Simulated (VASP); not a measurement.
Given:

```yaml
crystal:
  lattice:
    - [8.75833, 0.00000, 0.00000]
    - [0.00000, 8.75833, 0.00000]
    - [0.00000, 0.00000, 8.75833]
  atoms:
    - { symbol: Si, position: [0.49865, 0.00151, 0.00147] }
    - { symbol: Si, position: [0.74968, 0.25044, 0.00090] }
    - { symbol: Si, position: [0.74999, 0.00088, 0.25013] }
    - { symbol: Si, position: [0.99966, 0.00101, 0.00044] }
    - { symbol: Si, position: [0.24864, 0.24799, 0.99997] }
    - { symbol: Si, position: [0.49987, 0.50147, 0.99852] }
    - { symbol: Si, position: [0.75184, 0.75131, 0.99905] }
    - { symbol: Si, position: [0.24912, 0.99971, 0.24835] }
    - { symbol: Si, position: [0.49234, 0.24503, 0.24593] }
    - { symbol: Si, position: [0.75117, 0.50899, 0.24897] }
    - { symbol: Si, position: [0.49961, 0.99829, 0.50045] }
    - { symbol: Si, position: [0.75403, 0.24525, 0.50738] }
    - { symbol: Si, position: [0.75185, 0.99980, 0.75095] }
    - { symbol: Si, position: [0.99829, 0.50230, 0.00185] }
    - { symbol: Si, position: [0.25058, 0.74943, 0.99928] }
    - { symbol: Si, position: [0.99921, 0.25045, 0.25044] }
    - { symbol: Si, position: [0.24876, 0.50168, 0.24866] }
    - { symbol: Si, position: [0.49978, 0.75108, 0.24799] }
    - { symbol: Si, position: [0.99869, 0.00157, 0.50140] }
    - { symbol: Si, position: [0.24887, 0.24726, 0.50095] }
    - { symbol: Si, position: [0.75225, 0.75116, 0.50038] }
    - { symbol: Si, position: [0.25013, 0.00081, 0.75005] }
    - { symbol: Si, position: [0.49912, 0.24723, 0.75127] }
    - { symbol: Si, position: [0.75153, 0.50165, 0.75149] }
    - { symbol: Si, position: [0.00104, 0.75130, 0.24828] }
    - { symbol: Si, position: [0.00160, 0.50147, 0.50023] }
    - { symbol: Si, position: [0.25223, 0.74841, 0.50131] }
    - { symbol: Si, position: [0.00011, 0.24797, 0.75143] }
    - { symbol: Si, position: [0.25232, 0.50103, 0.74775] }
    - { symbol: Si, position: [0.49883, 0.74847, 0.74795] }
    - { symbol: Si, position: [0.00083, 0.74946, 0.74963] }
    - { symbol: C, position: [0.62495, 0.12715, 0.12740] }
    - { symbol: C, position: [0.87181, 0.37631, 0.12833] }
    - { symbol: C, position: [0.87278, 0.12720, 0.37510] }
    - { symbol: C, position: [0.12372, 0.12553, 0.12568] }
    - { symbol: C, position: [0.37454, 0.37682, 0.12464] }
    - { symbol: C, position: [0.62415, 0.62651, 0.12213] }
    - { symbol: C, position: [0.87492, 0.87635, 0.12515] }
    - { symbol: C, position: [0.37466, 0.12257, 0.37608] }
    - { symbol: C, position: [0.87805, 0.62652, 0.37596] }
    - { symbol: C, position: [0.62407, 0.12275, 0.62530] }
    - { symbol: C, position: [0.87536, 0.37684, 0.62549] }
    - { symbol: C, position: [0.87444, 0.12553, 0.87638] }
    - { symbol: C, position: [0.12418, 0.62598, 0.12386] }
    - { symbol: C, position: [0.37444, 0.87599, 0.12361] }
    - { symbol: C, position: [0.12556, 0.37453, 0.37499] }
    - { symbol: C, position: [0.37099, 0.63159, 0.36809] }
    - { symbol: C, position: [0.62579, 0.87500, 0.37440] }
    - { symbol: C, position: [0.12329, 0.12439, 0.62574] }
    - { symbol: C, position: [0.36968, 0.36602, 0.63031] }
    - { symbol: C, position: [0.63222, 0.63181, 0.62927] }
    - { symbol: C, position: [0.87659, 0.87604, 0.62567] }
    - { symbol: C, position: [0.37439, 0.12439, 0.87689] }
    - { symbol: C, position: [0.62509, 0.37452, 0.87453] }
    - { symbol: C, position: [0.87625, 0.62601, 0.87598] }
    - { symbol: C, position: [0.12386, 0.87687, 0.37618] }
    - { symbol: C, position: [0.12600, 0.62488, 0.62506] }
    - { symbol: C, position: [0.37477, 0.87525, 0.62542] }
    - { symbol: C, position: [0.12383, 0.37619, 0.87623] }
    - { symbol: C, position: [0.37507, 0.62487, 0.87409] }
    - { symbol: C, position: [0.62401, 0.87693, 0.87619] }
    - { symbol: C, position: [0.12493, 0.87552, 0.87523] }
    - { symbol: Mo, position: [0.51655, 0.48336, 0.48404] }
```
Cell charge -1.

Computed with PBE GGA, VASP's PBE PAW potentials (set 64) (plane waves; VASP). Settings: PREC = Normal, LREAL = Auto, ISYM = 0, NELECT = 255.0, 400 eV cut-off, 1×1×1 Γ-centred mesh, Gaussian smearing of 0.050 eV, potentials Si C Mo. Starting moments (MAGMOM): 63*0.0476. The cell's moment is fixed (NUPDOWN = 3).

At this cut-off the stress carries a Pulay error, which pulls relaxed volumes low. The cell is charged, with a uniform compensating background.  The supercell is sampled at Γ alone, which is coarse: total energies, pressure and levels can be off, energies of defects by several tenths of an eV.

Question: Estimate the cell moment, energy per atom (σ→0), pressure.

Answer: 
| Property | Result |
|---|---|
| cell moment | 3.00 μB |
| energy per atom (σ→0) | -7.309 eV/atom |
| pressure | 1.79 GPa |

Question: Give the moment on each site (PAW-sphere projection).

Answer: 
```csv
site,moment (μB)
Si1,0.01
Si2,0.00
Si3,0.00
Si4,0.00
Si5,0.01
Si6,0.00
Si7,0.01
Si8,0.00
Si9,0.02
Si10,0.04
Si11,0.00
Si12,0.02
Si13,0.00
Si14,0.00
Si15,0.00
Si16,0.00
Si17,0.01
Si18,0.01
Si19,0.01
Si20,0.01
Si21,0.01
Si22,0.00
Si23,0.01
Si24,0.01
Si25,0.01
Si26,0.00
Si27,0.01
Si28,0.01
Si29,0.01
Si30,0.01
Si31,0.00
C32,0.00
C33,0.01
C34,0.00
C35,0.00
C36,0.02
C37,0.03
C38,0.01
C39,0.02
C40,0.03
C41,0.02
C42,0.02
C43,0.00
C44,0.00
C45,0.01
C46,-0.01
C47,-0.01
C48,-0.01
C49,0.01
C50,0.02
C51,0.00
C52,0.01
C53,0.00
C54,-0.01
C55,0.00
C56,0.01
C57,0.00
C58,0.01
C59,0.01
C60,0.00
C61,0.01
C62,0.00
Mo63,1.50
```

The cell is a supercell with a defect, built from SiC (zinc blende): Mo_Si-vac_C, charge -1.
